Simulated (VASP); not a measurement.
Here is the system:

```
CELL_PARAMETERS angstrom
      2.89323     0.00000     0.00000
      0.00000     2.89323     0.00000
      0.00000     0.00000     2.89323
ATOMIC_POSITIONS crystal
  Ca 0.00000 0.00000 0.00000
  O  0.50000 0.50000 0.50000
```

Computed with PBEsol GGA, VASP's PBE PAW potentials (set 64) (plane waves; VASP). Run with 520 eV cut-off, 10×10×10 Γ-centred mesh, tetrahedra with Blöchl corrections, potentials Ca_sv O.

**Question.** Estimate the energy per atom (σ→0), band gap (on the k-mesh) with the smallest direct gap where there is one.

**Answer.** 
```json
{
  "band gap (on the k-mesh)": "2.68 eV",
  "smallest direct gap (on the k-mesh)": "2.98 eV",
  "energy per atom (σ→0)": "-6.245 eV/atom"
}
```

The absolute energy has meaning only against runs of the same code, potentials and settings.

The structure was generated: CaO was put into the CsCl type type (Pm-3m), which need not be its known phase. It was relaxed first, which changed the volume by -22 %.
